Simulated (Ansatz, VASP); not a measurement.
**Al: VASP beside Ansatz**

Wanted: the spread between two codes on one cell, functional and k mesh. Of the first pair: The structure shown is the start of the Ansatz relaxation below; VASP solves that cell, so the two are compared at the walk's first step.

Program: Ansatz 0.2.0. Level of theory: plane waves, with VASP 6.6.1 beside it; single point at PBEsol. Results are calculated unless marked as measured.

## (1) The structure

The cell holds 7 atoms: 7 Al. Its edges and angles: a = 2.864 Å, b = 2.864 Å, c = 28.030 Å, α = 90.0°, β = 90.0°, γ = 60.0°. It derives from Al. As first built, before any earlier steps moved the atoms (in the runner's words): stoichiometric True; symmetric True; series ['metal Al111', 7, 'layers']. Vacuum lies along c.

## (2) Ansatz: relaxation, PBEsol

Ansatz runs on its PAW soft_1 files.

The two programs are compared at the cell with which this relaxation starts, whose forces are those of its first step.

input.yaml

```yaml
crystal:
  lattice:
    - [2.8637824638, 0.0, 0.0]
    - [1.4318912319, 2.4801083646, 0.0]
    - [0.0, 0.0, 28.0296115413]
  atoms:
    - { symbol: Al, position: [0.0, 0.0, 0.750264109] }
    - { symbol: Al, position: [0.666666667, 0.666666667, 0.66684274] }
    - { symbol: Al, position: [0.333333333, 0.333333333, 0.58342137] }
    - { symbol: Al, position: [0.0, 0.0, 0.5] }
    - { symbol: Al, position: [0.666666667, 0.666666667, 0.41657863] }
    - { symbol: Al, position: [0.333333333, 0.333333333, 0.33315726] }
    - { symbol: Al, position: [0.0, 0.0, 0.249735891] }
kpoints:
  mp_grid: { grid: [12, 12, 1] }
scf:
  occupations: { method: fermi_dirac, width: 0.05 }
  n_extra_bands: 8
hamiltonian:
  xc: pbesol
  pseudopotentials: { kind: paw, azcp: { folder: soft_1 }, xc_functional: pbe }
output:
  forces: true
  write_potential: true
  volumetric_format: []
relax:
  f_tol: 0.03
  max_steps: 45
  constraints: [{ sites: [2, 3, 4] }]
```

The run is started by

```console
$ ansatz run input.yaml --threads 4 --pin off --max-ram 11264MiB --backend cpu --events-out ev --progress --plain --runs-dir out
```

Numbers of over 12 decimals in the logs are rounded to 6 here.

What it wrote:

```text
scf.n_extra_bands = 8 over 11 filled bands (N_el = 21.0): the run solves 19 bands
Engine: ansatz 0.2.0, aarch64-unknown-linux-gnu
Pseudopotentials: kind: paw
Pseudopotential: Al, paw, valence charge 3, recommended cutoff 420 eV (normal), soft_1/Al.paw.azcp
Functional definition: PBEsol
  exchange = pbesol_x
  correlation = pbesol_c
Crystal: 7 atoms, lattice volume = 199.080 Å³
Basis set: ecut = 420 eV, 3933 PW (Γ), exchange–correlation on 40×40×384 points (8 copies of the dense FFT grid, shifted against one another)
Bands: 19, of which v1, the nominal top of the filled ones, is band 11 counted from 1 (10 counted from 0)
Symmetry: 12 space group operations
Space group: P-3m1 (ITA 164), of the structure as read, at distance tolerance 5.8e-5 Å
k-points: 19 of 144
Non-local potential: Al, projectors of the file, l = 0: 2, l = 1: 2, l = 2: 1
PAW form: soft (Blöchl's): semilocal exchange-correlation on the pseudo side does not see the compensation charge
PAW frozen core: Al, regenerated for the run's functional, and the local potential with it (the file was generated under x = pbe(κ = 0.804, μ = 0.219515), c = pbe(β = 0.066725))
PAW one-centre angular grid: Al, 110 points (default); XC on 64 Gauss nodes
Initial density: superposition of atomic densities (neutral atoms: chi_scale 0, normalization atom)
Initial wavefunctions: pseudopotential atomic-orbital guess
Functional: x = pbesol(κ = 0.804, μ = 0.123457), c = pbesol(β = 0.046)
SCF iter   1: F=—  HF=-3671.872151 eV  |F-HF|=—  |Δ(HF+E_count)|=         —  Δρ=2.02e-2  dr2=9.34e0  ethr=3.10e-3  ⟨swp⟩=10.1  Hψ=2817  notcnv=0  defer=3
preconditioner: auto → LDOS  [metal: Δε(μ)=0.021 eV  Ē_g=7.358 eV  σ=0.050 eV  W_gap=0.11  n_scr=16 (ndim 8)  ℏωp=12.1 eV  f_vac=0.318  D(μ)=3.45/eV (n_scr^D=14)  β→1.0]
SCF iter   2: F=—  HF=-3671.002623 eV  |F-HF|=—  |Δ(HF+E_count)|=   8.70e-1  Δρ=7.18e-3  dr2=2.64e-1  ethr=3.10e-3  ⟨swp⟩=3.7  Hψ=857  notcnv=0  defer=32
SCF iter   3: F=—  HF=-3671.006197 eV  |F-HF|=—  |Δ(HF+E_count)|=   3.57e-3  Δρ=2.94e-3  dr2=1.44e-1  ethr=1.26e-3  ⟨swp⟩=2.9  Hψ=626  notcnv=0  defer=32
SCF iter   4: F=—  HF=-3670.986298 eV  |F-HF|=—  |Δ(HF+E_count)|=   1.99e-2  Δρ=6.35e-4  dr2=1.21e-3  ethr=6.87e-4  ⟨swp⟩=2.6  Hψ=563  notcnv=0  defer=32
SCF iter   5: F=—  HF=-3670.986284 eV  |F-HF|=—  |Δ(HF+E_count)|=   1.35e-5  Δρ=1.44e-4  dr2=2.18e-4  ethr=5.75e-6  ⟨swp⟩=2.3  Hψ=737  notcnv=0  defer=33
SCF iter   6: F=-3670.986252 eV  HF=-3670.986262 eV  |F-HF|=1.04e-5  |Δ(HF+E_count)|=   2.20e-5  Δρ=3.13e-5  dr2=1.52e-5  ethr=1.07e-7  ⟨swp⟩=10.8  Hψ=2843  notcnv=0
SCF 1 converged in 6 iterations: F = -3670.986252 eV  dr2 = 1.52e-5
  greatest PAW one-centre occupation: 0.465 electrons in one spin orbital (limit 2), on the Al atom at site 6 (counted from 0), in its partial waves of l = 0
relax step   1: F+E_penalty+E_count = -3670.98625159 eV  Δ(F+E_penalty+E_count) = +0.000e0 eV  max|allowed force component| = 1.201e-1 eV/Å  Δτ_max = 0.0000 Å  (6 SCF iters, dr2 threshold 2.25e-5 eV, accepted)
[...]
relax step   2: F+E_penalty+E_count = -3670.99447219 eV  Δ(F+E_penalty+E_count) = -8.221e-3 eV  max|allowed force component| = 6.272e-2 eV/Å  Δτ_max = 0.0914 Å  (6 SCF iters, dr2 threshold 9.02e-7 eV, accepted)
[...]
relax step   3: F+E_penalty+E_count = -3670.99587030 eV  Δ(F+E_penalty+E_count) = -1.398e-3 eV  max|allowed force component| = 1.419e-3 eV/Å  Δτ_max = 0.0213 Å  (5 SCF iters, accepted)
NSCF: frozen V_eff on 19 k-points
the search or the solves at the SCF's close seem to have found levels that the self-consistency loop had missed (the run counts 2). By its estimate they hold under 1e-12 electrons; where the run keeps them, the occupations were computed again with them
WARN: The output density's exchange-correlation potential varies sharply where the density is thin. Do not read a vacuum level from v_tot or v_xc, or from such a field of the output density. On a cell that repeats whose density bears no net charge and no dipole along the vacuum's axis use v_es (v_loc + v_h of the components); under efield.dipole_correction with no amplitude use v_es + v_field, which holds any externa [...]
SCF converged after 5 iterations
Free energy (F): -3670.995870 eV
Harris-Foulkes:  -3670.995870 eV  (|F-HF|=3.09e-9)
Internal energy: -3670.975569 eV  (E = F + TS)
E sigma→0 (E₀):  -3670.985720 eV
Entropy (-TS):   -0.020301 eV (-2.900 meV/atom)
Fermi energy:    2.871985 eV
--- Per-component energies (eV) ---
  E_band       = -28.883787
  E_kinetic    = 154.487140
  E_local      = -4622.485542  (includes V_loc(G=0)·N_el)
  E_nonlocal   = 70.824273
  E_hartree    = 2297.496370
  E_xc         = -259.710047
  E_vxc        = -202.614172  (∫ρ·V_xc dr)
  E_paw        = -3196.889164  (= ΣΔE_a)
  E_vpaw       = -24.080457  (= ΣTr[D̂ρ^β])
  E_aug_tail   = -0.000019  (compensation charges beyond the density's cutoff)
  E_ewald      = 1885.167446
  E_core_change = 0.133973  (= ΣΔE_core)
  E_smearing   = -0.020301  (= −TS)
  E_closure    = 0.000000  (closes the sum)
  Σ components = -3670.995870   (vs F -3670.995870, Δ=0.00e0)
--- Forces (eV/Å), atoms counted from 1 ---
  atom   1  Al    -0.00000000     0.00000000     0.00118671
  atom   2  Al    -0.00000000     0.00000000     0.00141879
  atom   3  Al     0.00000000     0.00000000    -0.06805278
  atom   4  Al    -0.00000000     0.00000000     0.00000000
  atom   5  Al    -0.00000000     0.00000000     0.06805278
  atom   6  Al     0.00000000    -0.00000000    -0.00141879
  atom   7  Al     0.00000000     0.00000000    -0.00118671
  max |Σ_I F_I| component: 1.85e-17 eV/Å
--- Band table (eV; the first three rows and the last of 19) ---
  k-point 0: bands = [... 7 lower, -0.8798, 0.9702, 2.8534, 4.6282, 6.1140, 6.7075, 7.8936, 8.0276, ... 4 higher]
  k-point 1: bands = [... 7 lower, -0.7240, 1.1261, 3.0066, 4.7791, 6.2671, 6.8708, 8.0422, 8.1794, ... 4 higher]
  k-point 2: bands = [... 7 lower, -0.2575, 1.5900, 3.4567, 5.2088, 6.6732, 7.3283, 7.9757, 8.0587, ... 4 higher]
  k-point 18: bands = [... 7 lower, 0.5801, 0.7166, 1.3097, 1.3097, 1.3704, 2.2484, 2.2484, 3.2591, ... 4 higher]
--- Relaxed structure (3 steps of the walk, 3 accepted, 0 SCFs on fresh bases) ---
  F+E_penalty+E_count = -3670.99587030 eV   max|allowed force component| = 1.419e-3 eV/Å
  atoms:
    - { symbol: Al, position: [9.051719147196289e-19, 0, 0.747765] }
    - { symbol: Al, position: [0.666667, 0.666667, 0.664837] }
    - { symbol: Al, position: [0.333333, 0.333333, 0.583421] }
    - { symbol: Al, position: [0.0, 0.0, 0.500000] }
    - { symbol: Al, position: [0.666667, 0.666667, 0.416579] }
    - { symbol: Al, position: [0.333333, 0.333333, 0.335163] }
    - { symbol: Al, position: [-9.051719147196274e-19, 0.0, 0.252235] }
```

Reading the cycles: dr2 is the Hartree energy of the density residual (eV), the measure of convergence; HF is the Harris–Foulkes estimate of the energy, which meets the free energy F at convergence.

## (3) VASP: single point, PBEsol, start cell, pair 1

The same cell, functional, mesh and smearing now go to VASP, with its own data sets.

Lines of VASP's logs that name or quote its potential files are left out, and so is its time.

INCAR

```
SYSTEM = Al
PREC = Accurate
ENCUT = 400
EDIFF = 1E-06
NELM = 120
ISMEAR = -1
SIGMA = 0.05
LREAL = .FALSE.
ALGO = Normal
GGA = PS
NBANDS = 17
LORBIT = 11
LWAVE = .FALSE.
LCHARG = .FALSE.
ISIF = 2
LASPH = .TRUE.
GGA_COMPAT = .FALSE.
KPAR = 2
```

POSCAR

```
Al
1.0
    2.8637824638      0.0000000000      0.0000000000
    1.4318912319      2.4801083646      0.0000000000
    0.0000000000      0.0000000000     28.0296115413
Al
7
Direct
    0.0000000000      0.0000000000      0.7502641258
    0.6666664193      0.6666668375      0.6668427414
    0.3333332097      0.3333334187      0.5834213569
    0.0000000000      0.0000000000      0.5000000082
    0.6666664193      0.6666668375      0.4165786237
    0.3333332097      0.3333334187      0.3331572750
    0.0000000000      0.0000000000      0.2497358905
```

KPOINTS

```
Automatic mesh
0
Gamma
12 12 1
0 0 0
```

PAW data sets: Al (PBE family, release 64).

The run is started by

```console
$ mpirun -np 2 vasp_std
```

What it wrote:

```text
[banner, memory and clock lines left out]
running    2 mpi-ranks, on    1 nodes
 distrk:  each k-point on    1 cores,    2 groups
 distr:  one band on    1 cores,    1 groups

 POSCAR found type information on POSCAR Al
 POSCAR found :  1 types and       7 ions
|                                                                             |
|               ----> ADVICE to this user running VASP <----                  |
|                                                                             |
|     You enforced a specific xc type in the INCAR file but a different       |
|     [... a line on the potential file left out ...]
|     I HOPE YOU KNOW WHAT YOU ARE DOING!                                     |
|                                                                             |

 LDA part: xc-table for (Slater+PW92), standard interpolation
 POSCAR, INCAR and KPOINTS ok, starting setup
 FFT: planning ... GRIDC
 FFT: planning ... GRID_SOFT
 FFT: planning ... GRID
 WAVECAR not read
 entering main loop
       N       E                     dE             d eps       ncg     rms          rms(c)
DAV:   1     0.346808973902E+02    0.34681E+02   -0.60013E+03   646   0.736E+02
DAV:   2    -0.257733155548E+02   -0.60454E+02   -0.58493E+02   893   0.124E+02
DAV:   3    -0.285032609982E+02   -0.27299E+01   -0.26098E+01   913   0.256E+01
DAV:   4    -0.285976483309E+02   -0.94387E-01   -0.94230E-01  1035   0.553E+00
DAV:   5    -0.285999658946E+02   -0.23176E-02   -0.23168E-02  1027   0.770E-01    0.391E+00
DAV:   6    -0.290799256122E+02   -0.47996E+00   -0.17319E+01   829   0.136E+01    0.344E+00
DAV:   7    -0.279432685505E+02    0.11367E+01   -0.13602E+01   860   0.124E+01    0.196E+00
DAV:   8    -0.278068780776E+02    0.13639E+00   -0.97463E-01   812   0.372E+00    0.602E-01
DAV:   9    -0.277894099877E+02    0.17468E-01   -0.86235E-02   855   0.151E+00    0.350E-01
DAV:  10    -0.277891306908E+02    0.27930E-03   -0.83668E-03   848   0.494E-01    0.247E-01
DAV:  11    -0.277884287056E+02    0.70199E-03   -0.10237E-03   864   0.171E-01    0.156E-01
DAV:  12    -0.277876751183E+02    0.75359E-03   -0.11129E-03   732   0.131E-01    0.429E-02
DAV:  13    -0.277876425656E+02    0.32553E-04   -0.55126E-04   806   0.910E-02    0.323E-02
DAV:  14    -0.277875465962E+02    0.95969E-04   -0.42621E-04   718   0.782E-02    0.154E-02
DAV:  15    -0.277877259867E+02   -0.17939E-03   -0.13976E-04   756   0.481E-02    0.153E-02
DAV:  16    -0.277878707635E+02   -0.14478E-03   -0.31209E-05   794   0.254E-02    0.792E-03
DAV:  17    -0.277880809596E+02   -0.21020E-03   -0.37569E-05   721   0.199E-02    0.122E-02
DAV:  18    -0.277881402840E+02   -0.59324E-04   -0.39664E-06   684   0.731E-03    0.638E-03
DAV:  19    -0.277882119413E+02   -0.71657E-04   -0.12223E-05   623   0.733E-03    0.276E-03
DAV:  20    -0.277882214498E+02   -0.95085E-05   -0.41486E-07   528   0.195E-03    0.188E-03
DAV:  21    -0.277882272212E+02   -0.57714E-05   -0.38740E-07   467   0.206E-03    0.620E-04
DAV:  22    -0.277882276241E+02   -0.40283E-06   -0.42687E-08   461   0.935E-04
   1 F= -.27788228E+02 E0= -.27778321E+02  d E =-.198130E-01
```

From OUTCAR (step 3):

```text
ion  position               nearest neighbor table
   1  0.000  0.000  0.750-   2 2.86   2 2.86   2 2.86
   2  0.667  0.667  0.667-   1 2.86   3 2.86   3 2.86   1 2.86   3 2.86   1 2.86
   3  0.333  0.333  0.583-   4 2.86   4 2.86   4 2.86   2 2.86   2 2.86   2 2.86
   4  0.000  0.000  0.500-   3 2.86   3 2.86   3 2.86   5 2.86   5 2.86   5 2.86
   5  0.667  0.667  0.417-   6 2.86   6 2.86   6 2.86   4 2.86   4 2.86   4 2.86
   6  0.333  0.333  0.333-   5 2.86   5 2.86   5 2.86   7 2.86   7 2.86   7 2.86
   7  0.000  0.000  0.250-   6 2.86   6 2.86   6 2.86

  LATTYP: Found a hexagonal cell.
 ALAT       =     2.8637824638
 C/A-ratio  =     9.7876189603

 Subroutine GETGRP returns: Found 12 space group operations
 (whereof 12 operations were pure point group operations)

The static configuration has the point symmetry D_3d.

 Found     19 irreducible k-points:

   k-points           NKPTS =     19   k-points in BZ     NKDIM =     19   number of bands    NBANDS=     17

   dimension x,y,z NGX =    20 NGY =   20 NGZ =  192
   dimension x,y,z NGXF=    40 NGYF=   40 NGZF=  384

   ENCUT  =  400.0 eV  29.40 Ry    5.42 a.u.   4.67  4.67 45.71*2*pi/ulx,y,z

   NELECT =      21.0000    total number of electrons

 k-points in reciprocal lattice and weights: Automatic mesh
   0.00000000  0.00000000  0.00000000       0.007
   0.08333333 -0.00000000  0.00000000       0.042
   0.16666667  0.00000000  0.00000000       0.042
   0.25000000  0.00000000  0.00000000       0.042
   0.33333333  0.00000000  0.00000000       0.042
   0.41666667 -0.00000000  0.00000000       0.042
   0.50000000  0.00000000  0.00000000       0.021
   0.16666667  0.08333333  0.00000000       0.042
   0.25000000  0.08333333  0.00000000       0.083
[...]
-0.41666667  0.25000000  0.00000000       0.083
  -0.33333333  0.33333333  0.00000000       0.014

 average (electrostatic) potential at core
       1 -77.4356       2 -77.2974       3 -77.2985       4 -77.2847       5 -77.2985
       6 -77.2974       7 -77.4356

 E-fermi :   2.8986

 k-point     1 :       0.0000    0.0000    0.0000
  band No.  band energies     occupation
    ...
      6      -3.8522      2.00000
      7      -2.3607      2.00000
      8      -0.8672      2.00000
      9       0.9427      2.00000
     10       2.7831      1.81925
     11       4.5843      0.00000
     12       6.0873      0.00000
     13       6.7294      0.00000
     14       7.9037      0.00000
     15       8.0348      0.00000
    ...

 k-point     2 :       0.0833   -0.0000    0.0000
  band No.  band energies     occupation
    ...
      6      -3.6891      2.00000
      7      -2.1974      2.00000
      8      -0.7110      2.00000
      9       1.0990      2.00000
     10       2.9370      0.63368
     11       4.7357      0.00000
     12       6.2407      0.00000
     13       6.8929      0.00000
     14       8.0539      0.00000
     15       8.1876      0.00000
    ...

 k-point     3 :       0.1667    0.0000    0.0000
  band No.  band energies     occupation
    ...
      5      -4.4652      2.00000
      6      -3.2011      2.00000
      7      -1.7100      2.00000
      8      -0.2432      2.00000
      9       1.5645      2.00000
     10       3.3904      0.00011
     11       5.1694      0.00000
     12       6.6559      0.00000
     13       7.3559      0.00000
     14       8.0712      0.00000
    ...

  Total       -2.5101941     -2.5101941     -1.2115150     -0.0000000      0.0000000     -0.0000000
  in kB      -20.2018027    -20.2018027     -9.7501568     -0.0000000      0.0000000     -0.0000000
  external PRESSURE =     -16.7179207 kB  Pullay stress =       0.0000000 kB

  energy-cutoff  :      400.00
  volume of cell :      199.08
      direct lattice vectors                 reciprocal lattice vectors
     2.863782464  0.000000000  0.000000000     0.349188534 -0.201604094  0.000000000
     1.431891232  2.480108365  0.000000000     0.000000000  0.403208188  0.000000000
     0.000000000  0.000000000 28.029611541     0.000000000  0.000000000  0.035676556

 POSITION                                       TOTAL-FORCE (eV/Angst)
 -----------------------------------------------------------------------------------
      0.00000      0.00000     21.02961         0.000000      0.000000     -0.032764
      2.86378      1.65341     18.69134         0.000000      0.000000     -0.120539
      1.43189      0.82670     16.35307        -0.000000      0.000000      0.084376
      0.00000      0.00000     14.01481         0.000000      0.000000      0.000000
      2.86378      1.65341     11.67654         0.000000     -0.000000     -0.084376
      1.43189      0.82670      9.33827         0.000000      0.000000      0.120539
      0.00000      0.00000      7.00000        -0.000000     -0.000000      0.032764
 -----------------------------------------------------------------------------------
    total drift:                               -0.000030      0.000028     -0.000013

  FREE ENERGIE OF THE ION-ELECTRON SYSTEM (eV)
  ---------------------------------------------------
  free  energy   TOTEN  =       -27.7882276241 eV

  energy  without entropy=      -27.7684146111  energy(sigma->0) =      -27.77832112

 total charge
# of ion       s       p       d       tot
------------------------------------------
    1        0.452   0.307   0.000   0.758
    2        0.430   0.340   0.000   0.770
    3        0.432   0.337   0.000   0.768
    4        0.432   0.336   0.000   0.768
    5        0.432   0.337   0.000   0.768
    6        0.430   0.340   0.000   0.770
    7        0.452   0.307   0.000   0.758
--------------------------------------------------
tot          3.059   2.302   0.000   5.361

[... 3 further parts left out ...]
```

## (4) Differences

Known differences besides the potentials themselves: the cutoff is 420 eV in Ansatz and 400 eV in VASP; Ansatz makes its cores anew for this functional, VASP keeps those of its PBE data sets. Total energies have different zeros and are not compared.

Forces (eV/Å; atoms numbered as in POSCAR):

| atom | Ansatz x, y, z | VASP x, y, z |
| --- | --- | --- |
| Al1 | 0.000, 0.000, -0.037 | 0.000, 0.000, -0.033 |
| Al2 | 0.000, 0.000, -0.120 | 0.000, 0.000, -0.121 |
| Al3 | 0.000, 0.000, 0.085 | 0.000, 0.000, 0.084 |
| Al4 | 0.000, 0.000, 0.000 | 0.000, 0.000, 0.000 |
| Al5 | 0.000, 0.000, -0.085 | 0.000, 0.000, -0.084 |
| Al6 | 0.000, 0.000, 0.120 | 0.000, 0.000, 0.121 |
| Al7 | 0.000, 0.000, 0.037 | 0.000, 0.000, 0.033 |

The forces differ by 1.4 meV/Å r.m.s., which is 3.1 % of the r.m.s. force of 0.047 eV/Å (both taken over all components). With vacuum in the cell, a pressure given here is an average over mostly empty space and none of the material.

[end of part 1 of 2]

[Lines on the potential files, build, host, timing and source positions are cut from VASP's logs without a mark.]

[Logs are printed without paths, hosts, clocks, repeated set-up lines and the standing remarks that a program may print on its own settings, such as how far it seeks lower states.]

[Hosts, paths, dates, database ids (printed as entryN), source tags and the programs' standing remarks are cut or masked in the printed files.]
